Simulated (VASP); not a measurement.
Data:

```yaml
crystal:
  lattice:
    - [3.51042, 0.00000, 0.00000]
    - [0.00000, 3.51042, 0.00000]
    - [0.00000, 0.00000, 3.51042]
  atoms:
    - { symbol: Fe, position: [0.00000, 0.00000, 0.00000] }
    - { symbol: Ni, position: [0.00000, 0.50000, 0.50000] }
    - { symbol: Ni, position: [0.50000, 0.00000, 0.50000] }
    - { symbol: Ni, position: [0.50000, 0.50000, 0.00000] }
```

The numbers are results of PBE GGA, VASP's PBE PAW potentials (set 64) (plane waves; VASP), not measurements. Run with 300 eV cut-off, 6×6×6 Γ-centred mesh, Fermi-Dirac smearing of 0.10 eV, potentials Fe Ni.

The run has a spin-polarised start.

Question: Give the spin-up energies of bands 11 to 24 at the high-symmetry points, in eV from the Fermi level.

Answer: 
| band | Γ | X | M | R |
|---|---|---|---|---|
| 11 | -1.67 | -2.55 | -3.00 | -2.66 |
| 12 | -1.67 | -2.11 | -3.00 | -2.66 |
| 13 | -0.82 | -1.94 | -2.67 | -0.90 |
| 14 | -0.82 | -1.94 | -1.98 | -0.90 |
| 15 | -0.82 | -1.74 | -1.86 | -0.81 |
| 16 | -0.66 | -1.74 | -1.86 | -0.81 |
| 17 | -0.66 | -1.62 | -1.71 | -0.81 |
| 18 | -0.66 | -1.58 | -1.71 | -0.80 |
| 19 | -0.63 | -1.40 | -1.56 | -0.80 |
| 20 | -0.63 | -1.07 | -1.51 | -0.80 |
| 21 | -0.63 | -0.66 | 0.79 | -0.52 |
| 22 | 2.29 | -0.63 | 0.79 | -0.52 |
| 23 | 2.29 | 7.68 | 0.87 | -0.52 |
| 24 | 2.29 | 7.68 | 0.90 | -0.42 |

Question: Give the spin-down energies of bands 11 to 24 at the high-symmetry points, in eV from the Fermi level.

Answer: 
```tsv
band	Γ	X	M	R
11	-0.58	-1.48	-2.15	-1.44
12	-0.58	-1.25	-1.74	-1.44
13	0.02	-0.97	-1.25	-0.53
14	0.32	-0.97	-1.25	-0.47
15	0.32	-0.87	-1.22	-0.47
16	0.32	-0.40	-0.81	-0.47
17	1.06	-0.11	-0.67	0.09
18	1.06	-0.11	0.20	0.09
19	1.33	0.32	0.20	0.09
20	1.33	0.55	0.43	0.85
21	1.33	0.66	1.49	0.85
22	2.33	1.30	1.49	0.85
23	2.33	8.07	2.45	1.19
24	2.33	8.07	2.52	1.19
```

It has no gap at this level: it comes out as a metal or semimetal.

The structure comes from a computed database's FeNi3 entry; how it stands against other phases isn't given here. The cell was not relaxed at this level.
